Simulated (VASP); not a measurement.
An input for Ansatz (written as the equivalent of a VASP run, and not itself run):

Ansatz 0.2 input:
```yaml
crystal:
  lattice:
    - [2.1511840, 1.2419870, 10.6260570]
    - [-2.1511840, 1.2419870, 10.6260570]
    - [0.0000000, -2.4839740, 10.6260570]
  atoms:
    - { symbol: La, position: [0.6163930, 0.6163930, 0.6163930] }
    - { symbol: La, position: [0.3836070, 0.3836070, 0.3836070] }
    - { symbol: Ge, position: [0.0000000, 0.0000000, 0.0000000] }
    - { symbol: I, position: [0.7787670, 0.7787670, 0.7787670] }
    - { symbol: I, position: [0.2212330, 0.2212330, 0.2212330] }
kpoints:
  mp_grid: { grid: [4, 4, 4] }
hamiltonian:
  xc: pbesol
  pseudopotentials: { kind: paw }
scf:
  occupations: { method: fermi_dirac, width: 0.05 }
  max_iter: 100
output: { forces: true, stress: true, eigenvalues: true }
```

**Question.** Translate this input to VASP (INCAR, KPOINTS, POSCAR, choice of POTCAR).

**Answer.** This is not unique; one that fits is 
### KPOINTS
```
kpoints
0
G
  4 4 4
```

INCAR:
```
SYSTEM = La2GeI2
PREC = Accurate; ENCUT = 300; LREAL = .FALSE.
LASPH = .TRUE.
EDIFF = 1E-6; NELM = 100; ALGO = Normal
LMAXMIX = 6
ISMEAR = -1; SIGMA = 0.05
GGA = PS
ISIF = 2
LWAVE = .FALSE.; LCHARG = .FALSE.
```

**POSCAR**
```
La2GeI2
1
    2.1511840000     1.2419870000    10.6260570000
   -2.1511840000     1.2419870000    10.6260570000
    0.0000000000    -2.4839740000    10.6260570000
La Ge I
2 1 2
Direct
  0.6163930000   0.6163930000   0.6163930000
  0.3836070000   0.3836070000   0.3836070000
  0.0000000000   0.0000000000   0.0000000000
  0.7787670000   0.7787670000   0.7787670000
  0.2212330000   0.2212330000   0.2212330000
```

POTCAR, in this order: La Ge_d I (PBE.64 set). Program: vasp_std.

The two are equivalent in intent, not identical: each code has its own PAW files, so the cut-off isn't converted (ENCUT is set for VASP's; basis.ecutwfc is left out, and Ansatz then takes the one that its files recommend); Ansatz stops its SCF on the density residual and VASP on the energy change (EDIFF).

The structure comes from a computed database's La2GeI2 entry; how it stands against other phases isn't given here. The cell was not relaxed at this level, and its volume differs by -5.9 % from the start's. The k-mesh is coarse (spacing up to 0.42 per Å, 2π included), so the numbers may not be converged in it.
